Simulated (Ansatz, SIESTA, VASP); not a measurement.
**One structure in several programs: Ag (P1, 4 atoms in the cell)**

Self-consistent single point, at a second geometry (atoms moved at random). First geometry:

```xyz
4
Lattice="2.9822 0.0000 0.0000 -1.4911 2.5826 0.0000 0.0000 0.0000 9.6946" Properties=species:S:1:pos:R:3 pbc="T T T"
Ag     0.0000     0.0000     0.0000
Ag     0.0000     0.0000     4.8473
Ag     0.0000     1.7218     2.4237
Ag     1.4911     0.8609     7.2710
```

Second geometry:
```
Ag
1.0
    2.98216     0.00000     0.00000
   -1.49108     2.58263     0.00000
    0.00000     0.00000     9.69463
Ag
4
Direct
  0.99458   0.00234   0.00564
  0.00246   0.00242   0.49758
  0.32833   0.67122   0.25178
  0.67463   0.32402   0.74500
```

Shared settings, as Ansatz (a quantum-chemistry and plane-wave program) writes them: kpoints.mp_grid.grid = 13 13 4; scf.occupations.method = fermi_dirac; scf.occupations.width = 0.1 eV. Potentials and cutoffs stand in the table.

| code | model | ΔF from the first geometry (meV/atom) | pressure (GPa) | largest force (eV/Å) | cutoff |
|---|---|---|---|---|---|
| Ansatz | LDA (PW92), default PAW files made with PBE | 2.6 | -13.54 | 0.171 | 420 eV |
| VASP | LDA (PZ), VASP's LDA PAW potentials (set 64) | 2.6 | -13.55 | 0.173 | 300 eV |
| SIESTA | LDA PW92, numerical atomic orbitals DZP, PseudoDojo LDA standard norm-conserving potentials (rewritten from UPF to PSML) | 2.8 | -14.89 | 0.179 | grid 400 Ry |

Size of the force on each atom (eV/Å): Sizes of forces hide their directions.

```tsv
code	Ag1	Ag2	Ag3	Ag4
Ansatz	0.171	0.045	0.021	0.148
VASP	0.173	0.045	0.021	0.150
SIESTA	0.178	0.034	0.034	0.179
```

The spread over the programs that give each value: ΔF from the first geometry within 0.2 meV/atom; pressure within 1.35 GPa; largest force within 0.008 eV/Å.

SIESTA uses small atom-centred bases, whose incompleteness enters pressures, forces and empty levels differently from a plane-wave cutoff. Ansatz's pressure is given at a fixed set of plane waves, as the other plane-wave codes print theirs. The same LDA comes in different parametrisations, which differ slightly. In the pressure, SIESTA (by 1.34) lies more than 1 GPa from the median of the plane-wave programs.

VASP's run is marked for a possible Pulay error in its stress at this cutoff; no cutoff test was made.

The starting cell comes from a database of computed structures (which also holds hypothetical and non-ambient phases and stackings), without a prior relaxation at this level. Its lattice was rescaled by a random factor within 2.5 % of one. For this run, on top of that: atoms moved at random.

Keys are those of Ansatz 0.2.
